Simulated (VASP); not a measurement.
Level of theory: r2SCAN meta-GGA, VASP's PBE PAW potentials (set 64) (plane waves; VASP).

A VASP calculation is set up with these files.

### POSCAR
```
InGaN2
1
    3.3651211329     0.0000000000    -0.0000000000
   -1.6825605664     2.9142799081     0.0000000000
   -0.0000000000    -0.0000000000     5.5082376423
In Ga N
1 1 2
Direct
  0.0000000000   0.0000000000   0.9979769724
  0.6666670000   0.3333330000   0.4953726069
  0.6666670000   0.3333330000   0.1457753428
  1.0000000000   0.0000000000   0.6024750780
```

KPOINTS:
```
Automatic mesh
0
Gamma
7 7 4
0 0 0
```

### INCAR
```
ALGO = Normal
EDIFF = 1E-7
ENCUT = 650
IBRION = 6
ISIF = 3
ISMEAR = 0
LASPH = .TRUE.
LCHARG = .FALSE.
LMAXMIX = 4
LMIXTAU = .TRUE.
LREAL = .FALSE.
LWAVE = .FALSE.
METAGGA = R2SCAN
NELM = 100
NFREE = 2
NSW = 1
POTIM = 0.015
PREC = Accurate
SIGMA = 0.05
SYSTEM = InGaN2
```

POTCAR, in this order: In_d Ga_d N (PBE.64 set). Program: vasp_std.

Output

File OSZICAR:
```
       N       E                     dE             d eps       ncg     rms          rms(c)
DAV:   1     0.312020684023E+03    0.31202E+03   -0.20898E+04  1254   0.311E+03
DAV:   2    -0.154942847990E+02   -0.32751E+03   -0.31785E+03  1292   0.581E+02
DAV:   3    -0.623165935695E+02   -0.46822E+02   -0.46053E+02  1464   0.199E+02
DAV:   4    -0.647214986231E+02   -0.24049E+01   -0.23936E+01  1678   0.456E+01
DAV:   5    -0.647816780404E+02   -0.60179E-01   -0.60149E-01  1608   0.686E+00    0.139E+01
DAV:   6    -0.549804103145E+02    0.98013E+01   -0.15334E+01  2198   0.724E+01    0.101E+01
DAV:   7    -0.529080187676E+02    0.20724E+01   -0.20091E+00  1292   0.133E+01    0.292E+00
DAV:   8    -0.533524340518E+02   -0.44442E+00   -0.56818E-01  1284   0.878E+00    0.220E+00
DAV:   9    -0.532159429929E+02    0.13649E+00   -0.38926E-01  1440   0.858E+00    0.528E-01
DAV:  10    -0.535063672714E+02   -0.29042E+00   -0.21881E-01  1440   0.579E+00    0.226E-01
DAV:  11    -0.535131671526E+02   -0.67999E-02   -0.13574E-02  1534   0.120E+00    0.241E-01
DAV:  12    -0.535158562141E+02   -0.26891E-02   -0.56507E-03  1576   0.119E+00    0.978E-02
DAV:  13    -0.535191697888E+02   -0.33136E-02   -0.16804E-03  1640   0.783E-01    0.532E-02
DAV:  14    -0.535191270870E+02    0.42702E-04   -0.23785E-04  1682   0.233E-01    0.268E-02
DAV:  15    -0.535193451297E+02   -0.21804E-03   -0.19021E-04  1528   0.174E-01    0.962E-03
DAV:  16    -0.535193681574E+02   -0.23028E-04   -0.28363E-05  1434   0.630E-02    0.407E-03
DAV:  17    -0.535193668426E+02    0.13148E-05   -0.76109E-06  1560   0.393E-02    0.362E-03
DAV:  18    -0.535193652802E+02    0.15625E-05   -0.36459E-06  1354   0.259E-02    0.188E-03
DAV:  19    -0.535193688829E+02   -0.36027E-05   -0.25623E-07  1304   0.659E-03    0.146E-03
DAV:  20    -0.535193675490E+02    0.13338E-05   -0.61814E-08   934   0.464E-03    0.786E-04
DAV:  21    -0.535193680012E+02   -0.45212E-06   -0.22713E-07  1062   0.486E-03    0.213E-04
DAV:  22    -0.535193679591E+02    0.42116E-07   -0.18139E-08   718   0.225E-03
   1 F= -.53519368E+02 E0= -.53519368E+02  d E =-.207815E-10
 Found     8 degrees of freedom:
 Adding 6 more for cell shape distortion
```

OUTCAR:
```
------------------------ aborting loop because EDIFF is reached ----------------------------------------
  FORCE on cell =-STRESS in cart. coord.  units (eV):
  Direction    XX          YY          ZZ          XY          YZ          ZX
  --------------------------------------------------------------------------------------
  Total        0.0165996      0.0165996      0.0322882      0.0000000      0.0000000     -0.0000000
  in kB        0.4923375      0.4923374      0.9576567      0.0000000      0.0000000     -0.0000000
  external PRESSURE =       0.6474439 kB  Pullay stress =       0.0000000 kB
  volume of cell :       54.02
      direct lattice vectors                 reciprocal lattice vectors
     3.365121133  0.000000000  0.000000000     0.297166123  0.171568969  0.000000000
    -1.682560566  2.914279908  0.000000000     0.000000000  0.343137939  0.000000000
     0.000000000  0.000000000  5.508237642     0.000000000  0.000000000  0.181546270
 POSITION                                       TOTAL-FORCE (eV/Angst)
 -----------------------------------------------------------------------------------
      0.00000      0.00000      5.49709        -0.000000     -0.000000     -0.011645
      1.68256      0.97143      2.72863         0.000000     -0.000000      0.014766
      1.68256      0.97143      0.80297        -0.000000      0.000000     -0.006706
      0.00000      0.00000      3.31858         0.000000     -0.000000      0.003585
 -----------------------------------------------------------------------------------
    total drift:                               -0.001486      0.000852     -0.002237
  FREE ENERGIE OF THE ION-ELECTRON SYSTEM (eV)
  ---------------------------------------------------
  free  energy   TOTEN  =       -53.5193679591 eV

  energy  without entropy=      -53.5193679590  energy(sigma->0) =      -53.51936796
```
(Selected blocks of OUTCAR.)

File stdout:
```
...
DAV:   7    -0.529080187676E+02    0.20724E+01   -0.20091E+00  1292   0.133E+01    0.292E+00
DAV:   8    -0.533524340518E+02   -0.44442E+00   -0.56818E-01  1284   0.878E+00    0.220E+00
DAV:   9    -0.532159429929E+02    0.13649E+00   -0.38926E-01  1440   0.858E+00    0.528E-01
DAV:  10    -0.535063672714E+02   -0.29042E+00   -0.21881E-01  1440   0.579E+00    0.226E-01
DAV:  11    -0.535131671526E+02   -0.67999E-02   -0.13574E-02  1534   0.120E+00    0.241E-01
DAV:  12    -0.535158562141E+02   -0.26891E-02   -0.56507E-03  1576   0.119E+00    0.978E-02
DAV:  13    -0.535191697888E+02   -0.33136E-02   -0.16804E-03  1640   0.783E-01    0.532E-02
DAV:  14    -0.535191270870E+02    0.42702E-04   -0.23785E-04  1682   0.233E-01    0.268E-02
DAV:  15    -0.535193451297E+02   -0.21804E-03   -0.19021E-04  1528   0.174E-01    0.962E-03
DAV:  16    -0.535193681574E+02   -0.23028E-04   -0.28363E-05  1434   0.630E-02    0.407E-03
DAV:  17    -0.535193668426E+02    0.13148E-05   -0.76109E-06  1560   0.393E-02    0.362E-03
DAV:  18    -0.535193652802E+02    0.15625E-05   -0.36459E-06  1354   0.259E-02    0.188E-03
DAV:  19    -0.535193688829E+02   -0.36027E-05   -0.25623E-07  1304   0.659E-03    0.146E-03
DAV:  20    -0.535193675490E+02    0.13338E-05   -0.61814E-08   934   0.464E-03    0.786E-04
DAV:  21    -0.535193680012E+02   -0.45212E-06   -0.22713E-07  1062   0.486E-03    0.213E-04
DAV:  22    -0.535193679591E+02    0.42116E-07   -0.18139E-08   718   0.225E-03
   1 F= -.53519368E+02 E0= -.53519368E+02  d E =-.207815E-10
 Found     8 degrees of freedom:
 Adding 6 more for cell shape distortion
 Finite differences POTIM= 0.01500 DOF=  14

 -----------------------------------------------------------------------------
|                                                                             |
|     EEEEEEE  RRRRRR   RRRRRR   OOOOOOO  RRRRRR      ###     ###     ###     |
|     E        R     R  R     R  O     O  R     R     ###     ###     ###     |
|     E        R     R  R     R  O     O  R     R     ###     ###     ###     |
|     EEEEE    RRRRRR   RRRRRR   O     O  RRRRRR       #       #       #      |
|     E        R   R    R   R    O     O  R   R                               |
|     E        R    R   R    R   O     O  R    R      ###     ###     ###     |
|     EEEEEEE  R     R  R     R  OOOOOOO  R     R     ###     ###     ###     |
|                                                                             |
|     RE_READ_KPOINTS: the new IBZ does not contain all k-points of the       |
|     original IBZ.                                                           |
|                                                                             |
|     ... try setting KBLOWUP=.FALSE.                                         |
|     ... as a last resort: switch off symmetry                               |
|                                                                             |
|       ---->  I REFUSE TO CONTINUE WITH THIS SICK JOB ... BYE!!! <----       |
|                                                                             |
 -----------------------------------------------------------------------------
```

VASP stops with an error: RE_READ_KPOINTS: the new IBZ does not contain all k-points of the original IBZ. ... try setting KBLOWUP=.FALSE. ... as a last resort: switch off symmetry ----> I REFUSE TO CONTINUE WITH THIS SICK JOB ... BYE!!! <----

The structure comes from a computed database's InGaN2 entry (P3m1); how it stands against other phases isn't given here. It was relaxed first.
